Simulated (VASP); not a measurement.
All values below come from PBE GGA, VASP's PBE PAW potentials (set 64) (plane waves; VASP).

VASP ran on this input.

**KPOINTS**
```
Automatic mesh
0
Monkhorst-Pack
4 4 4
0 0 0
```

### INCAR
```
SYSTEM = CeO2
PREC = Accurate
ENCUT = 520
EDIFF = 1E-6
NELM = 100
ALGO = Normal
LREAL = .FALSE.
LASPH = .TRUE.
ISMEAR = 0
SIGMA = 0.05
GGA = PE
LMAXMIX = 6
LWAVE = .FALSE.
LCHARG = .FALSE.
ISIF = 2
```

**POSCAR**
```
CeO2
1
    0.0000000000     2.7015010000     2.7759240000
    2.7358450000     0.0000000000     2.7759240000
    2.7358450000     2.7015010000     0.0000000000
Ce O
1 2
Direct
  0.0000000000   0.0000000000   0.0000000000
  0.2500000000   0.2500000000   0.2500000000
  0.7462460000   0.7537540000   0.7537540000
```

POTCAR, in this order: Ce O (PBE.64 set). Program: vasp_std.

Output

### OUTCAR
```
 ion  position               nearest neighbor table
   1  0.000  0.000  0.000-   3 2.36   3 2.36   2 2.37   2 2.37   2 2.37   2 2.37   3 2.38   3 2.38
  LATTYP: Found a face centered orthorhombic cell.
 ALAT       =     5.4030020000
 B/A-ratio  =     1.0127129326
 C/A-ratio  =     1.0275487590
 Subroutine PRICEL returns:
 Original cell was already a primitive cell.
 Subroutine GETGRP returns: Found  2 space group operations
The static configuration has the point symmetry C_2 .
The dynamic configuration has the point symmetry C_2 .
 Subroutine INISYM returns: Found  2 space group operations
 Subroutine IBZKPT returns following result:
 Found     64 irreducible k-points:

 Following reciprocal coordinates:
            Coordinates               Weight
  0.125000  0.125000  0.125000      4.000000
  0.000000 -0.125000  0.000000      4.000000
  0.375000  0.125000  0.125000      4.000000
 -0.000000 -0.125000  0.250000      4.000000
 -0.375000  0.125000  0.125000      4.000000
  0.000000 -0.125000  0.500000      4.000000
 -0.125000  0.125000  0.125000      4.000000
  0.000000 -0.125000 -0.250000      4.000000
  0.125000  0.375000  0.125000      4.000000
 -0.250000 -0.375000 -0.250000      4.000000
  0.375000  0.375000  0.125000      4.000000
 -0.250000 -0.375000 -0.000000      4.000000
 -0.375000  0.375000  0.125000      4.000000
 -0.250000 -0.375000  0.250000      4.000000
 -0.125000  0.375000  0.125000      4.000000
 -0.250000 -0.375000  0.500000      4.000000
  0.125000 -0.375000  0.125000      4.000000
  0.500000  0.375000  0.500000      4.000000
  0.375000 -0.375000  0.125000      4.000000
  0.500000  0.375000 -0.250000      4.000000
 -0.375000 -0.375000  0.125000      4.000000
  0.500000  0.375000  0.000000      4.000000
 -0.125000 -0.375000  0.125000      4.000000
  0.500000  0.375000  0.250000      4.000000
  0.125000 -0.125000  0.125000      4.000000
  0.250000  0.125000  0.250000      4.000000
  0.375000 -0.125000  0.125000      4.000000
  0.250000  0.125000  0.500000      4.000000
 -0.375000 -0.125000  0.125000      4.000000
  0.250000  0.125000 -0.250000      4.000000
 -0.125000 -0.125000  0.125000      4.000000
  0.250000  0.125000 -0.000000      4.000000
  0.125000  0.125000  0.375000      4.000000
  0.250000 -0.125000  0.000000      4.000000
  0.375000  0.125000  0.375000      4.000000
  0.250000 -0.125000  0.250000      4.000000
 -0.375000  0.125000  0.375000      4.000000
  0.250000 -0.125000  0.500000      4.000000
 -0.125000  0.125000  0.375000      4.000000
  0.250000 -0.125000 -0.250000      4.000000
   k-points           NKPTS =     64   k-points in BZ     NKDIM =     64   number of bands    NBANDS=     16
   number of dos      NEDOS =    301   number of ions     NIONS =      3
   total plane-waves  NPLWV =  27000
   dimension x,y,z NGX =    30 NGY =   30 NGZ =   30
   dimension x,y,z NGXF=    60 NGYF=   60 NGZF=   60
   ions per type =               1   2
   PREC   = accura    normal or accurate (medium, high low for compatibility)
   ISTART =      0    job   : 0-new  1-cont  2-samecut
   ICHARG =      2    charge: 1-file 2-atom 10-const
   ISPIN  =      1    spin polarized calculation?
   LNONCOLLINEAR =      F non collinear calculations
   LSORBIT =      F    spin-orbit coupling
   INIWAV =      1    electr: 0-lowe 1-rand  2-diag
   ENCUT  =  520.0 eV  38.22 Ry    6.18 a.u.   7.20  7.25  7.15*2*pi/ulx,y,z
   NELM   =    100;   NELMIN=  2; NELMDL= -5     # of ELM steps
   EDIFF  = 0.1E-05   stopping-criterion for ELM
   LREAL  =      F    real-space projection
   NLSPLINE    = F    spline interpolate recip. space projectors
...
```

OSZICAR:
```
       N       E                     dE             d eps       ncg     rms          rms(c)
DAV:   1     0.230052698102E+03    0.23005E+03   -0.11593E+04  2048   0.198E+03
DAV:   2     0.980909261540E+01   -0.22024E+03   -0.21200E+03  3080   0.306E+02
DAV:   3    -0.300350420261E+02   -0.39844E+02   -0.34662E+02  2728   0.147E+02
DAV:   4    -0.317428696015E+02   -0.17078E+01   -0.17076E+01  3008   0.338E+01
DAV:   5    -0.318304698757E+02   -0.87600E-01   -0.87595E-01  3496   0.686E+00    0.286E+01
DAV:   6    -0.301207477373E+02    0.17097E+01   -0.10037E+02  3088   0.592E+01    0.300E+01
DAV:   7    -0.284041763351E+02    0.17166E+01   -0.21807E+02  3168   0.135E+02    0.203E+01
DAV:   8    -0.277866920362E+02    0.61748E+00   -0.41887E+00  2432   0.222E+01    0.140E+01
DAV:   9    -0.263349825463E+02    0.14517E+01   -0.67037E+00  3192   0.215E+01    0.217E+00
DAV:  10    -0.262811537390E+02    0.53829E-01   -0.25829E-01  3384   0.469E+00    0.152E+00
DAV:  11    -0.262488842462E+02    0.32269E-01   -0.69323E-02  3216   0.245E+00    0.124E+00
DAV:  12    -0.262181163098E+02    0.30768E-01   -0.14334E-01  3008   0.338E+00    0.731E-01
DAV:  13    -0.262216337096E+02   -0.35174E-02   -0.12127E-01  3216   0.312E+00    0.882E-01
DAV:  14    -0.262187440312E+02    0.28897E-02   -0.10497E-01  3056   0.302E+00    0.466E-01
DAV:  15    -0.262171923865E+02    0.15516E-02   -0.19072E-02  3024   0.131E+00    0.922E-02
DAV:  16    -0.262171517771E+02    0.40609E-04   -0.95800E-04  3152   0.313E-01    0.244E-02
DAV:  17    -0.262171651797E+02   -0.13403E-04   -0.24363E-04  3200   0.148E-01    0.252E-02
DAV:  18    -0.262171589512E+02    0.62285E-05   -0.15315E-05  2912   0.378E-02    0.171E-02
DAV:  19    -0.262171545803E+02    0.43709E-05   -0.27887E-05  3072   0.468E-02    0.403E-03
DAV:  20    -0.262171539402E+02    0.64009E-06   -0.19684E-06  1752   0.145E-02
   1 F= -.26217154E+02 E0= -.26217154E+02  d E =-.185055E-14
```

**OUTCAR**
```
------------------------ aborting loop because EDIFF is reached ----------------------------------------
  FORCE on cell =-STRESS in cart. coord.  units (eV):
  Direction    XX          YY          ZZ          XY          YZ          ZX
  --------------------------------------------------------------------------------------
  Total       -0.2215218      0.5245619     -1.1078280      0.0000000      0.0161342      0.0000000
  in kB       -8.6495378     20.4820381    -43.2562382      0.0000000      0.6299755      0.0000000
  external PRESSURE =     -10.4745793 kB  Pullay stress =       0.0000000 kB
  volume of cell :       41.03
      direct lattice vectors                 reciprocal lattice vectors
     0.000000000  2.701501000  2.775924000    -0.182758892  0.185082293  0.180120205
     2.735845000  0.000000000  2.775924000     0.182758892 -0.185082293  0.180120205
     2.735845000  2.701501000  0.000000000     0.182758892  0.185082293 -0.180120205
 POSITION                                       TOTAL-FORCE (eV/Angst)
 -----------------------------------------------------------------------------------
      0.00000      0.00000      0.00000         0.061818      0.000000      0.000000
      1.36792      1.35075      1.38796         0.072340      0.000000      0.000000
      4.12431      4.05225      4.16389        -0.134158     -0.000000     -0.000000
 -----------------------------------------------------------------------------------
    total drift:                                0.000285     -0.000000     -0.000000
  FREE ENERGIE OF THE ION-ELECTRON SYSTEM (eV)
  ---------------------------------------------------
  free  energy   TOTEN  =       -26.2171539402 eV

  energy  without entropy=      -26.2171539402  energy(sigma->0) =      -26.21715394
```
(Selected blocks of OUTCAR.)

### OUTCAR
```
 val. band max:        4.9175354874   @ k =  -0.2500   0.3750  -0.2500

 cond. band min:       6.8627104043   @ k =   0.5000   0.1250   0.0000


 Fermi energy:         5.1757978083

 k-point     1 :       0.1250    0.1250    0.1250
  band No.  band energies     occupation
      1     -27.4787      2.00000
      2     -11.7833      2.00000
      3     -10.4330      2.00000
      4      -9.7269      2.00000
      5      -9.7103      2.00000
      6      -9.1524      2.00000
      7       1.4439      2.00000
      8       1.4689      2.00000
      9       1.6714      2.00000
     10       4.2433      2.00000
     11       4.3408      2.00000
     12       4.4265      2.00000
     13       7.1151      0.00000
     14       7.1219      0.00000
     15       7.1281      0.00000
     16       7.3739      0.00000

 k-point     2 :       0.0000   -0.1250    0.0000
  band No.  band energies     occupation
      1     -27.4790      2.00000
      2     -11.7658      2.00000
      3     -10.4419      2.00000
      4      -9.7323      2.00000
      5      -9.7130      2.00000
      6      -9.1549      2.00000
      7       1.4269      2.00000
      8       1.4527      2.00000
      9       1.6930      2.00000
     10       4.2339      2.00000
     11       4.3488      2.00000
     12       4.4379      2.00000
     13       7.1113      0.00000
     14       7.1168      0.00000
     15       7.1343      0.00000
     16       7.3715      0.00000

 k-point     3 :       0.3750    0.1250    0.1250
  band No.  band energies     occupation
      1     -27.3773      2.00000
      2     -12.7768      2.00000
      3     -11.3156      2.00000
      4      -9.8113      2.00000
      5      -9.3448      2.00000
      6      -8.0626      2.00000
      7       2.0360      2.00000
      8       2.0832      2.00000
      9       2.9995      2.00000
     10       3.5815      2.00000
     11       3.9221      2.00000
     12       4.7399      2.00000
     13       7.0010      0.00000
...
```

The compound is CeO2 in the fluorite structure. The cell was not relaxed at this level, atoms are displaced from their ideal sites. The k-mesh is coarse (spacing up to 0.50 per Å, 2π included), so the numbers may not be converged in it. The run is one of a series of settings (KPOINTS 4×4×4 Monkhorst-Pack mesh against the base run), some of them coarse on purpose. The run is not spin-polarised, so no magnetic state was tried.
